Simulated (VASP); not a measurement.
A convergence study with VASP on SiC (wurtzite): one setting is varied, all else stays as given below, so the limit is that of these other settings.

```
CSi
1.0
    1.54000    -2.66736     0.00000
    1.54000     2.66736     0.00000
    0.00000     0.00000     5.05000
Si C
2 2
Cartesian
  1.54000  -0.88912   2.52500
  1.54000   0.88912   0.00000
  1.54000  -0.88912   4.41875
  1.54000   0.88912   1.89375
```

Computed with PBE GGA, VASP's PBE PAW potentials (set 64) (plane waves; VASP). The tightest run used: 700 eV cut-off, 7×7×4 Γ-centred mesh, Gaussian smearing of 0.010 eV, potentials Si C.

```json
[
 {"setting": "ENCUT = 300", "highest Γ mode (cm⁻¹)": "833.8", "plane waves": "525"},
 {"setting": "ENCUT = 400", "highest Γ mode (cm⁻¹)": "830.7", "plane waves": "766"},
 {"setting": "ENCUT = 500", "highest Γ mode (cm⁻¹)": "833.0", "plane waves": "1099"}
]
```

### Question
These are the cheaper rows. Estimate the results at ENCUT = 700, and how far the last row shown lies from them.

### Answer

```json
[
 {"quantity": "highest Γ mode (cm⁻¹)", "tightest run": "833.1", "last row shown is off by": "-0.2"}
]
```

Left out are rungs that failed or repeat a setting and relaxations that didn't move; long series are thinned to 24 rows.

The compound is SiC in the wurtzite structure, the rare 2H polytype. The cell was not relaxed at this level.
